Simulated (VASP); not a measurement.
Consider the following.

```
CELL_PARAMETERS angstrom
      2.09631    -3.63092     0.00000
      2.09631     3.63092     0.00000
      0.00000     0.00000     6.54434
ATOMIC_POSITIONS crystal
  Mg 0.00000 0.00000 0.00000
  Mg 0.33333 0.66667 0.63003
  Mg 0.66667 0.33333 0.36997
  Sb 0.33333 0.66667 0.21264
  Sb 0.66667 0.33333 0.78736
```

Calculation: PBEsol GGA, VASP's PBE PAW potentials (set 64) (plane waves; VASP). Run with 500 eV cut-off, 9×9×5 Γ-centred mesh, first-order Methfessel-Paxton smearing of 0.10 eV, potentials Mg Sb.

Task: The ions, cell shape and volume at an external pressure of 20.0 GPa are relaxed. Give the cell that the relaxation ends in.

Result: 
```
CELL_PARAMETERS angstrom
      2.09625    -3.63082     0.00000
      2.09625     3.63082     0.00000
      0.00000     0.00000     6.55901
ATOMIC_POSITIONS crystal
  Mg 0.00000 0.00000 0.00000
  Mg 0.33333 0.66667 0.62867
  Mg 0.66667 0.33333 0.37133
  Sb 0.33333 0.66667 0.21285
  Sb 0.66667 0.33333 0.78715
```
Space group P-3m1 (164), at a tolerance of 0.03 Å.

Task: How do energy and volume change from the first to the last step?

Result: The energy (σ→0) changes by -5.6 meV/atom and the volume by +0.2 %, in 6 ionic steps.

The compound is Mg3Sb2 in the a-la2o3 structure. This run relaxes it under an external pressure of 20 GPa. Symmetry was kept, so distortions that lower it aren't found.
